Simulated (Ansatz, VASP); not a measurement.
# WO: VASP beside Ansatz

```
W O
1.0
     0.00000    2.29457    2.29457
     2.29457    0.00000    2.29457
     2.29457    2.29457    0.00000
W O
1 1
Cartesian
  0.0000 0.0000 0.0000
  1.1473 1.1473 1.1473
```

Alike in both runs: task single point; functional PBE; k mesh 10 × 10 × 10; occupations gaussian, width 0.02 eV; collinear spin; Hubbard terms W d U = 6.2 eV.

|  | VASP | Ansatz |
| --- | --- | --- |
| version | VASP 6.6.1 | Ansatz 0.2.0 |
| potentials or method | VASP PAW PBE potentials, release 64 (W_sv, O) | scalar-relativistic, plane waves, PAW |
| plane-wave cutoff (eV) | 520 | 420 |
| valence electrons in the cell | 20 | 20 |

Ansatz gave:

```
gap on the k mesh at the Fermi level (eV)                     : 0.88
least direct gap on the mesh (eV)                             : 1.53
net moment per atom (μB)                                      : 1.00
size of the moment on the site where the two differ most (μB) : 0.90
```

Q: What did VASP give for the same quantities?

A: gap on the k mesh at the Fermi level (eV): 0.30; least direct gap on the mesh (eV): 1.07; net moment per atom (μB): 1.00; size of the moment on the site where the two differ most (μB): 1.68.

Site moments also hang on the region over which each program counts them. The programs project onto different local orbitals, so the same U acts differently.

Caveats: spin-orbit coupling is left out, which moves the levels of the heavy elements. The state reached can hang on the start; a lower one may exist.
